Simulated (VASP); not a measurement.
Computed with r2SCAN meta-GGA, VASP's PBE PAW potentials (set 64) (plane waves; VASP 6.6.1).

VASP ran on this input.

**KPOINTS**
```
kpoints
0
Gamma
 7 7 7
0 0 0
```

INCAR:
```
ALGO=Normal
EDIFF=1E-6
EDIFFG=-0.01
ENCUT=400
IBRION=2
ISIF=3
ISMEAR=0
LASPH=.TRUE.
LCHARG=.FALSE.
LMAXMIX=6
LMIXTAU=.TRUE.
LREAL=.FALSE.
LWAVE=.FALSE.
METAGGA=R2SCAN
NELM=100
NSW=60
PREC=Accurate
SIGMA=0.05
SYSTEM=HgTe
```

### POSCAR
```
HgTe
1
    3.6203470000     0.0000000000     0.0000000000
    0.0000000000     3.6203470000     0.0000000000
    0.0000000000     0.0000000000     3.6203470000
Hg Te
1 1
Direct
  0.0000000000   0.0000000000   0.0000000000
  0.5000000000   0.5000000000   0.5000000000
```

POTCAR, in this order: Hg Te (PBE.64 set). Program: vasp_std.

Output

OUTCAR:
```
 ion  position               nearest neighbor table
   1  0.000  0.000  0.000-   2 3.14   2 3.14   2 3.14   2 3.14   2 3.14   2 3.14   2 3.14   2 3.14
  LATTYP: Found a simple cubic cell.
 ALAT       =     3.6203470000
 Subroutine PRICEL returns:
 Original cell was already a primitive cell.
 Subroutine GETGRP returns: Found 48 space group operations
The static configuration has the point symmetry O_h .
The dynamic configuration has the point symmetry O_h .
 Subroutine INISYM returns: Found 48 space group operations
 Subroutine IBZKPT returns following result:
 Found     20 irreducible k-points:

 Following reciprocal coordinates:
            Coordinates               Weight
  0.000000  0.000000  0.000000      1.000000
  0.142857  0.000000  0.000000      6.000000
  0.285714  0.000000  0.000000      6.000000
  0.428571  0.000000  0.000000      6.000000
  0.142857  0.142857  0.000000     12.000000
  0.285714  0.142857  0.000000     24.000000
  0.428571  0.142857  0.000000     24.000000
  0.285714  0.285714  0.000000     12.000000
  0.428571  0.285714  0.000000     24.000000
  0.428571  0.428571  0.000000     12.000000
  0.142857  0.142857  0.142857      8.000000
  0.285714  0.142857  0.142857     24.000000
  0.428571  0.142857  0.142857     24.000000
  0.285714  0.285714  0.142857     24.000000
  0.428571  0.285714  0.142857     48.000000
  0.428571  0.428571  0.142857     24.000000
  0.285714  0.285714  0.285714      8.000000
  0.428571  0.285714  0.285714     24.000000
  0.428571  0.428571  0.285714     24.000000
  0.428571  0.428571  0.428571      8.000000
   k-points           NKPTS =     20   k-points in BZ     NKDIM =     20   number of bands    NBANDS=     13
   number of dos      NEDOS =    301   number of ions     NIONS =      2
   total plane-waves  NPLWV =  13824
   dimension x,y,z NGX =    24 NGY =   24 NGZ =   24
   dimension x,y,z NGXF=    48 NGYF=   48 NGZF=   48
   ions per type =               1   1
   PREC   = accura    normal or accurate (medium, high low for compatibility)
   ISTART =      0    job   : 0-new  1-cont  2-samecut
   ICHARG =      2    charge: 1-file 2-atom 10-const
   ISPIN  =      1    spin polarized calculation?
   LNONCOLLINEAR =      F non collinear calculations
   LSORBIT =      F    spin-orbit coupling
   INIWAV =      1    electr: 0-lowe 1-rand  2-diag
   ENCUT  =  400.0 eV  29.40 Ry    5.42 a.u.   5.90  5.90  5.90*2*pi/ulx,y,z
   NELM   =    100;   NELMIN=  2; NELMDL= -5     # of ELM steps
   EDIFF  = 0.1E-05   stopping-criterion for ELM
   LREAL  =      F    real-space projection
   NLSPLINE    = F    spline interpolate recip. space projectors
   LMAXMIX     =    6 max onsite mixed and CHGCAR
   VOSKOWN=      0    Vosko Wilk Nusair interpolation
   EDIFFG = -.1E-01   stopping-criterion for IOM
   NSW    =     60    number of steps for IOM
   NBLOCK =      1;   KBLOCK =     60    inner block; outer block
   IBRION =      2    ionic relax: 0-MD 1-quasi-New 2-CG
   NFREE  =      1    steps in history (QN), initial steepest desc. (CG)
   ISIF   =      3    stress and relaxation
   ISYM   =      2    0-nonsym 1-usesym 2-fastsym
   TEIN   =    0.0    initial temperature
   TEBEG  =    0.0;   TEEND  =   0.0 temperature during run
   SMASS  =  -3.00    Nose mass-parameter (am)
   PSTRESS=    0.0 pullay stress
   NELECT =      18.0000    total number of electrons
   EFERMI =   0.00;   METHOD = LEGACY
   ISMEAR =     0;   SIGMA  =   0.05  broadening in eV -4-tet -1-fermi 0-gaus
   IALGO  =     38    algorithm
   LDIAG  =      T    sub-space diagonalisation (order eigenvalues)
   IMIX   =      4    mixing-type and parameters
     AMIX     =   0.40;   BMIX     =  1.00
     AMIX_MAG =   1.60;   BMIX_MAG =  1.00
     AMIN     =   0.10
...
```

OSZICAR:
```
       N       E                     dE             d eps       ncg     rms          rms(c)
DAV:   1     0.174014743250E+02    0.17401E+02   -0.77034E+03   544   0.104E+03
DAV:   2    -0.759861232324E+02   -0.93388E+02   -0.89032E+02   595   0.257E+02
DAV:   3    -0.788476240777E+02   -0.28615E+01   -0.28487E+01   620   0.473E+01
DAV:   4    -0.788619527425E+02   -0.14329E-01   -0.14327E-01   570   0.336E+00
DAV:   5    -0.788621274474E+02   -0.17470E-03   -0.17470E-03   635   0.359E-01    0.825E+00
DAV:   6    -0.737829191011E+02    0.50792E+01   -0.24972E+00   550   0.225E+01    0.850E+00
DAV:   7    -0.739678559586E+02   -0.18494E+00   -0.28190E-01   545   0.588E+00    0.483E+00
DAV:   8    -0.738465154434E+02    0.12134E+00   -0.15859E-01   535   0.370E+00    0.195E+00
DAV:   9    -0.739653953867E+02   -0.11888E+00   -0.10236E-01   550   0.320E+00    0.306E-01
DAV:  10    -0.739671073709E+02   -0.17120E-02   -0.48628E-03   565   0.629E-01    0.235E-01
DAV:  11    -0.739673161428E+02   -0.20877E-03   -0.85494E-04   555   0.304E-01    0.962E-02
DAV:  12    -0.739672544965E+02    0.61646E-04   -0.30472E-04   535   0.186E-01    0.322E-02
DAV:  13    -0.739673952233E+02   -0.14073E-03   -0.28106E-04   570   0.179E-01    0.228E-02
DAV:  14    -0.739674012904E+02   -0.60671E-05   -0.70829E-06   575   0.275E-02    0.100E-02
DAV:  15    -0.739674013256E+02   -0.35243E-07   -0.47082E-06   560   0.196E-02
   1 F= -.73967401E+02 E0= -.73964770E+02  d E =-.739674E+02
       N       E                     dE             d eps       ncg     rms          rms(c)
DAV:   1    -0.792643796796E+02   -0.52970E+01   -0.13190E+02   555   0.147E+02    0.322E+01
DAV:   2    -0.746503442056E+02    0.46140E+01   -0.11409E+01   520   0.481E+01    0.103E+01
DAV:   3    -0.742538992159E+02    0.39644E+00   -0.99775E-01   540   0.111E+01    0.100E+01
DAV:   4    -0.740510529724E+02    0.20285E+00   -0.61050E-01   530   0.587E+00    0.322E+00
DAV:   5    -0.741266603347E+02   -0.75607E-01   -0.85018E-02   520   0.345E+00    0.185E+00
DAV:   6    -0.740834169539E+02    0.43243E-01   -0.53453E-02   535   0.197E+00    0.606E-01
DAV:   7    -0.740500667010E+02    0.33350E-01   -0.12168E-01   520   0.371E+00    0.368E-01
DAV:   8    -0.741216942555E+02   -0.71628E-01   -0.44937E-02   520   0.229E+00    0.987E-02
DAV:   9    -0.741202561104E+02    0.14381E-02   -0.10874E-03   540   0.346E-01    0.932E-02
DAV:  10    -0.741217790238E+02   -0.15229E-02   -0.53049E-04   530   0.238E-01    0.450E-02
DAV:  11    -0.741219797858E+02   -0.20076E-03   -0.93710E-05   550   0.117E-01    0.205E-02
DAV:  12    -0.741219990379E+02   -0.19252E-04   -0.44629E-06   520   0.270E-02    0.165E-02
DAV:  13    -0.741219768244E+02    0.22214E-04   -0.94328E-06   530   0.395E-02    0.285E-03
DAV:  14    -0.741220045058E+02   -0.27681E-04   -0.51561E-06   530   0.309E-02    0.417E-03
DAV:  15    -0.741220046546E+02   -0.14878E-06   -0.19164E-07   280   0.441E-03
   2 F= -.74122005E+02 E0= -.74119187E+02  d E =-.154603E+00
       N       E                     dE             d eps       ncg     rms          rms(c)
DAV:   1    -0.747610701458E+02   -0.63907E+00   -0.13442E+01   555   0.428E+01    0.542E+00
DAV:   2    -0.741763503566E+02    0.58472E+00   -0.17251E+00   535   0.194E+01    0.152E+00
DAV:   3    -0.741541136916E+02    0.22237E-01   -0.11128E-01   535   0.340E+00    0.134E+00
DAV:   4    -0.741283216751E+02    0.25792E-01   -0.10378E-01   540   0.250E+00    0.501E-01
DAV:   5    -0.741513484590E+02   -0.23027E-01   -0.14280E-02   540   0.130E+00    0.389E-01
DAV:   6    -0.741515355516E+02   -0.18709E-03   -0.23988E-03   560   0.390E-01    0.104E-01
DAV:   7    -0.741524346475E+02   -0.89910E-03   -0.82730E-04   535   0.307E-01    0.612E-02
DAV:   8    -0.741524241442E+02    0.10503E-04   -0.22752E-04   575   0.135E-01    0.371E-02
DAV:   9    -0.741524819358E+02   -0.57792E-04   -0.57700E-05   540   0.727E-02    0.236E-02
DAV:  10    -0.741524860259E+02   -0.40902E-05   -0.61073E-06   560   0.264E-02    0.914E-03
DAV:  11    -0.741524846778E+02    0.13482E-05   -0.12957E-06   375   0.161E-02    0.491E-03
DAV:  12    -0.741524860715E+02   -0.13938E-05   -0.10510E-06   370   0.143E-02    0.174E-03
DAV:  13    -0.741524872692E+02   -0.11977E-05   -0.23934E-07   270   0.558E-03    0.661E-04
DAV:  14    -0.741524873092E+02   -0.39963E-07   -0.15677E-08   275   0.145E-03
   3 F= -.74152487E+02 E0= -.74149647E+02  d E =-.185086E+00
```

**OUTCAR**
```
------------------------ aborting loop because EDIFF is reached ----------------------------------------
  FORCE on cell =-STRESS in cart. coord.  units (eV):
  Direction    XX          YY          ZZ          XY          YZ          ZX
  --------------------------------------------------------------------------------------
  Total        0.0197610      0.0197610      0.0197610     -0.0000000     -0.0000000      0.0000000
  in kB        0.5814894      0.5814894      0.5814894     -0.0000000     -0.0000000      0.0000000
  external PRESSURE =       0.5814894 kB  Pullay stress =       0.0000000 kB
  volume of cell :       54.45
      direct lattice vectors                 reciprocal lattice vectors
     3.790172239 -0.000000000  0.000000000     0.263840252 -0.000000000  0.000000000
     0.000000000  3.790172239  0.000000000     0.000000000  0.263840252  0.000000000
    -0.000000000 -0.000000000  3.790172239    -0.000000000 -0.000000000  0.263840252
 POSITION                                       TOTAL-FORCE (eV/Angst)
 -----------------------------------------------------------------------------------
      0.00000      0.00000      0.00000        -0.000000     -0.000000      0.000000
      1.89509      1.89509      1.89509         0.000000      0.000000      0.000000
 -----------------------------------------------------------------------------------
    total drift:                                0.000000      0.000000      0.000000
  FREE ENERGIE OF THE ION-ELECTRON SYSTEM (eV)
  ---------------------------------------------------
  free  energy   TOTEN  =       -74.1524873092 eV

  energy  without entropy=      -74.1468061906  energy(sigma->0) =      -74.14964675

 reached required accuracy - stopping structural energy minimisation
```
(Selected blocks of OUTCAR.)

### CONTCAR
```
HgTe
   1.00000000000000
     3.7901722392714690   -0.0000000000000000    0.0000000000000000
     0.0000000000000000    3.7901722392714685    0.0000000000000000
    -0.0000000000000000   -0.0000000000000000    3.7901722392714685
  Hg              Te
     1     1
Direct
     0.0000000000000000    0.0000000000000000    0.0000000000000000
     0.5000000000000000    0.5000000000000000    0.5000000000000000
```

Energy and stress use the plane-wave basis of the starting cell.

The structure was generated: HgTe was put into the CsCl type (Pm-3m), which need not be its known phase. This run relaxes it. Symmetry was kept, so distortions that lower it aren't found.
